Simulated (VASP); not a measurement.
Here is the system:

```xyz
2
Lattice="1.7787 -3.0808 0.0000 1.7787 3.0808 0.0000 0.0000 0.0000 5.4772" Properties=species:S:1:pos:R:3 pbc="T T T"
Ho     1.7787     1.0269     1.3693
Ho     1.7787    -1.0269     4.1079
```

The numbers are results of revTPSS meta-GGA, VASP's PBE PAW potentials (set 64) (plane waves; VASP), not measurements. Numerical set-up: 520 eV cut-off, 13×13×8 Γ-centred mesh, tetrahedra with Blöchl corrections, potentials Ho_3.

The 4f electrons are frozen in the core of the lanthanide potential, so 4f levels, which can set the real gap, and their magnetism are missing.

Problem. Give the energies of bands 7 to 12 at the high-symmetry points, in eV from the Fermi level.

Solution. 
| band | Γ | M | K | A | L | H |
|---|---|---|---|---|---|---|
| 7 | -5.33 | -2.00 | -0.93 | -3.64 | -1.99 | -0.57 |
| 8 | -2.21 | -1.46 | -0.78 | -3.64 | -1.99 | -0.57 |
| 9 | 1.34 | -0.96 | -0.78 | 1.15 | 0.10 | -0.45 |
| 10 | 1.93 | -0.04 | -0.49 | 1.15 | 0.10 | -0.45 |
| 11 | 1.93 | 1.54 | 1.28 | 1.81 | 1.66 | 0.57 |
| 12 | 2.49 | 1.75 | 1.28 | 1.81 | 1.66 | 0.57 |

It has no gap at this level: it comes out as a metal or semimetal.

The compound is Ho in the hcp structure. It was relaxed first.
